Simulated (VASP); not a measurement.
**MgO2: relaxation of cell and atoms with LDA**

Crystal: MgO2.

```
CELL_PARAMETERS angstrom
-1.99970 1.99970 2.37290
1.99970 -1.99970 2.37290
1.99970 1.99970 -2.37290
ATOMIC_POSITIONS crystal
Mg 0.25000 0.25000 0.00000
Mg 0.75000 0.75000 0.00000
O 0.62850 0.12850 0.75700
O 0.37150 0.87150 0.24300
O 0.12850 0.37150 0.50000
O 0.87150 0.62850 0.50000
```

The cell was built by a generator and needn't be a form met in nature.

The cell isn't the ideal one: cell and atoms relaxed at 70 GPa.

```json
{"Program": "VASP 6.6.1", "Task": "relaxation of cell and atoms", "Functional": "LDA", "Potentials or basis": "VASP PAW LDA potentials, release 64 (Mg, O)", "Cutoff": "600 eV", "k mesh": "8 × 8 × 8", "Occupations": "gaussian, width 0.01 eV", "Spin": "no spin polarisation", "Target pressure": "70 GPa", "Dipole correction": "no", "Further INCAR settings": "ALGO = Fast; EDIFF = 1e-06; IBRION = 2; EDIFFG = -0.003; NSW = 80; ISIF = 3"}
```

| Property | Result |
| --- | --- |
| Relaxed volume | 6.42 Å³/atom |
| Relaxed cell | a = 3.710 Å, b = 3.710 Å, c = 3.710 Å, α = 114.40°, β = 114.40°, γ = 100.00° |
| Space group after relaxing (to 0.05 Å) | I4/mcm (No. 140) |
| Energy change on relaxing (the enthalpy is what falls) | -57.1 meV/atom |
| Ionic steps | 10 |
| Pressure after relaxing | 70.0 GPa |
| Band gap on the k mesh | 3.58 eV, indirect (least direct gap 4.56 eV) |

The path:
| step | energy change (eV) | largest force (eV/Å) | pressure (GPa) | volume (Å³) |
| --- | --- | --- | --- | --- |
| 1 | 0.0000 | 1.5214 | 75.39 | 37.96 |
| 2 | -0.2166 | 4.3168 | 71.20 | 39.14 |
| 3 | -0.2750 | 0.0624 | 72.08 | 38.37 |
| 4 | -0.2713 | 0.0270 | 72.11 | 38.37 |
| 5 | -0.4563 | 0.1032 | 66.71 | 38.79 |
| 6 | -0.3559 | 0.0328 | 69.73 | 38.55 |
| 7 | -0.3460 | 0.0313 | 69.92 | 38.53 |
| 8 | -0.3477 | 0.0201 | 69.89 | 38.54 |
| 9 | -0.3376 | 0.0192 | 70.04 | 38.51 |
| 10 | -0.3424 | 0.0015 | 70.02 | 38.52 |

Final structure:
```
Mg O
1.0
    -2.00963    2.00963    2.38470
     2.00963   -2.00963    2.38470
     2.00963    2.00963   -2.38470
Mg O
2 4
Direct
  0.25000 0.25000 0.00000
  0.75000 0.75000 0.00000
  0.62378 0.12378 0.74757
  0.37622 0.87622 0.25243
  0.12378 0.37622 0.50000
  0.87622 0.62378 0.50000
```

Levels at points of the mesh, in eV from the valence-band top:
```tsv
k point	band 10	band 11	band 12	band 13	band 14	band 15	band 16	band 17	band 18
(0.00, 0.00, 0.00)	-5.53	-4.79	-3.89	-3.89	-0.52	4.99	4.99	7.82	11.11
(0.50, 0.00, 0.00)	-5.09	-2.85	-2.85	-2.38	-2.38	3.69	3.69	10.55	10.55
(0.50, 0.50, 0.00)	-4.58	-4.43	-2.84	-2.55	-1.62	4.33	4.73	10.13	10.22
(0.50, 0.50, 0.50)	-6.90	-4.16	-1.66	-1.66	0.00	4.77	4.77	11.66	12.55
```

Wall time 3.7 min on 1 thread of Intel(R) Xeon(R) Platinum 8488C (Sapphire Rapids) (shared host), peak memory 0.18 GiB.

Caveat: the cell is relaxed towards a set pressure, so the enthalpy falls and the energy may rise. A k mesh can miss the band edges.
